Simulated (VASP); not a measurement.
A run of VASP 6.6.1 is set up as follows.

Contents of INCAR:

```
SYSTEM = Ti2TeAs2
ALGO = Fast
EDIFF = 1E-4
EDIFFG = -0.08
ENCUT = 520
GGA = PE
IBRION = 2
ISIF = 3
ISMEAR = 0
LASPH = .TRUE.
LCHARG = .FALSE.
LREAL = .FALSE.
LWAVE = .FALSE.
NELM = 60
NSW = 24
PREC = Normal
SIGMA = 0.15
```

KPOINTS

```
k-points
0
G
  4 4 2
  0 0 0
```

POSCAR

```
Ti2TeAs2
1.0
    4.3232093800      0.0000000000      0.0000000000
   -2.1616046900      3.7440091500      0.0000000000
    0.0000000000      0.0000000000      7.0478555000
Ti Te As
2 1 2
Direct
    0.6666666700      0.3333333300      0.6341530100
    0.3333333300      0.6666666700      0.9942739000
    0.0000000000      0.0000000000      0.3614166700
    0.0000000000      0.0000000000      0.7667080200
    0.6666666700      0.3333333300      0.2434484100
```

Potentials or basis: VASP PAW PBE potentials, release 64 (Ti_sv, Te, As).

The run is started by

```console
$ cat potpaw_PBE.64/Ti_sv/POTCAR potpaw_PBE.64/Te/POTCAR potpaw_PBE.64/As/POTCAR > POTCAR
$ mpirun -np 1 vasp_std > vasp.out
```

Question: What does it give for the band gap on the k mesh?

Answer: None (metal or under the smearing width).

Question: Estimate the relaxed cell.

Answer: a = 3.698 Å, b = 3.698 Å, c = 9.379 Å, α = 90.00°, β = 90.00°, γ = 120.00°.

Question: Predict the relaxed volume.

Answer: 22.21 Å³/atom.

Final structure:
```
Ti Te As
1.0
     3.69785    0.00000    0.00000
    -1.84893    3.20243    0.00000
     0.00000    0.00000    9.37873
Ti Te As
2 1 2
Direct
  0.66667 0.33333 0.65055
  0.33333 0.66667 0.97092
  0.00000 0.00000 0.45489
  0.00000 0.00000 0.80599
  0.66667 0.33333 0.11764
```

Caveat: the k mesh is coarse (spacing up to 0.45 Å⁻¹), so the values aren't converged; this functional lacks dispersion, which binds the layers, so the pressure and a relaxed spacing across them are unreliable. The run has no spin-orbit coupling, so splittings on Te are missing.
